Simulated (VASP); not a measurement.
Level of theory: PBEsol GGA, VASP's PBE PAW potentials (set 64) (plane waves; VASP 6.6.1).

VASP ran on this input.

File POSCAR:
```
Sb
1
   -1.9014760000     1.9014760000     1.9014760000
    1.9014760000    -1.9014760000     1.9014760000
    1.9014760000     1.9014760000    -1.9014760000
Sb
1
Direct
  0.0000000000   0.0000000000   0.0000000000
```

### INCAR
```
! general
SYSTEM =Sb
PREC   =Accurate
ENCUT  =400
LREAL  =F
LASPH  =T

! electronic loop
EDIFF  =1E-6
NELM   =100
ALGO   =Normal
LMAXMIX=4

! smearing
ISMEAR =1
SIGMA  =0.1

! functional
GGA    =PS

! ions
IBRION =2
NSW    =60
ISIF   =3
EDIFFG =-0.01

! output
LWAVE  =F
LCHARG =F
```

### KPOINTS
```
K-points
0
G
 12 12 12
0 0 0
```

POTCAR, in this order: Sb (PBE.64 set). Program: vasp_std.

The resulting files:

**OSZICAR**
```
       N       E                     dE             d eps       ncg     rms          rms(c)
DAV:   1     0.621656787339E+01    0.62166E+01   -0.14051E+03   876   0.427E+02
DAV:   2    -0.420809358350E+01   -0.10425E+02   -0.98131E+01  1200   0.659E+01
DAV:   3    -0.438527110874E+01   -0.17718E+00   -0.17558E+00  1038   0.927E+00
DAV:   4    -0.438592510571E+01   -0.65400E-03   -0.65399E-03  1188   0.746E-01
DAV:   5    -0.438592677499E+01   -0.16693E-05   -0.16685E-05  1050   0.273E-02    0.162E+00
DAV:   6    -0.438191610428E+01    0.40107E-02   -0.23992E-03   954   0.306E-01    0.919E-01
DAV:   7    -0.437979907680E+01    0.21170E-02   -0.47922E-03   894   0.429E-01    0.510E-02
DAV:   8    -0.437980115124E+01   -0.20744E-05   -0.47574E-05  1068   0.695E-02    0.615E-03
DAV:   9    -0.437980117933E+01   -0.28084E-07   -0.42867E-07   954   0.685E-03
   1 F= -.43798012E+01 E0= -.43796946E+01  d E =-.437980E+01
       N       E                     dE             d eps       ncg     rms          rms(c)
DAV:   1    -0.443610139565E+01   -0.56300E-01   -0.14615E+00   942   0.714E+00    0.101E+00
DAV:   2    -0.440690728220E+01    0.29194E-01   -0.22577E-02   882   0.126E+00    0.555E-01
DAV:   3    -0.439137995616E+01    0.15527E-01   -0.29023E-02   888   0.996E-01    0.182E-01
DAV:   4    -0.439135534729E+01    0.24609E-04   -0.17586E-04  1002   0.137E-01    0.138E-01
DAV:   5    -0.439131046932E+01    0.44878E-04   -0.15540E-05   930   0.367E-02    0.192E-02
DAV:   6    -0.439131010747E+01    0.36185E-06   -0.53562E-07   720   0.642E-03
   2 F= -.43913101E+01 E0= -.43909997E+01  d E =-.115089E-01
       N       E                     dE             d eps       ncg     rms          rms(c)
DAV:   1    -0.440156189901E+01   -0.10251E-01   -0.17106E-01   948   0.239E+00    0.347E-01
DAV:   2    -0.439805734984E+01    0.35045E-02   -0.27942E-03   888   0.442E-01    0.192E-01
DAV:   3    -0.439619630775E+01    0.18610E-02   -0.35265E-03   888   0.346E-01    0.588E-02
DAV:   4    -0.439619376044E+01    0.25473E-05   -0.21104E-05   996   0.475E-02    0.446E-02
DAV:   5    -0.439619028594E+01    0.34745E-05   -0.17738E-06   900   0.123E-02    0.755E-03
DAV:   6    -0.439619002909E+01    0.25685E-06   -0.55848E-08   444   0.221E-03
   3 F= -.43961900E+01 E0= -.43958581E+01  d E =-.163888E-01
```

OUTCAR:
```
------------------------ aborting loop because EDIFF is reached ----------------------------------------
  FORCE on cell =-STRESS in cart. coord.  units (eV):
  Direction    XX          YY          ZZ          XY          YZ          ZX
  --------------------------------------------------------------------------------------
  Total       -0.0028761     -0.0028761     -0.0028761      0.0000000      0.0000000      0.0000000
  in kB       -0.1771544     -0.1771544     -0.1771544      0.0000000      0.0000000      0.0000000
  external PRESSURE =      -0.1771544 kB  Pullay stress =       0.0000000 kB
  volume of cell :       26.01
      direct lattice vectors                 reciprocal lattice vectors
    -1.866518130  1.866518130  1.866518130     0.000000000  0.267878459  0.267878459
     1.866518130 -1.866518130  1.866518130     0.267878459  0.000000000  0.267878459
     1.866518130  1.866518130 -1.866518130     0.267878459  0.267878459  0.000000000
 POSITION                                       TOTAL-FORCE (eV/Angst)
 -----------------------------------------------------------------------------------
      0.00000      0.00000      0.00000         0.000000     -0.000000      0.000000
 -----------------------------------------------------------------------------------
    total drift:                                0.000000      0.000000      0.000000
  FREE ENERGIE OF THE ION-ELECTRON SYSTEM (eV)
  ---------------------------------------------------
  free  energy   TOTEN  =        -4.3961900291 eV

  energy  without entropy=       -4.3951942837  energy(sigma->0) =       -4.39585811

 reached required accuracy - stopping structural energy minimisation
```
(Selected blocks of OUTCAR.)

### CONTCAR
```
Sb
   1.00000000000000
    -1.8665181296358593    1.8665181296358593    1.8665181296358593
     1.8665181296358593   -1.8665181296358593    1.8665181296358593
     1.8665181296358593    1.8665181296358593   -1.8665181296358593
  Sb
     1
Direct
     0.0000000000000000    0.0000000000000000    0.0000000000000000
```

Energy and stress use the plane-wave basis of the starting cell.

The structure was generated: Sb was put into the bcc type (Im-3m), which need not be its known phase. This run relaxes it. Symmetry was kept, so distortions that lower it aren't found.
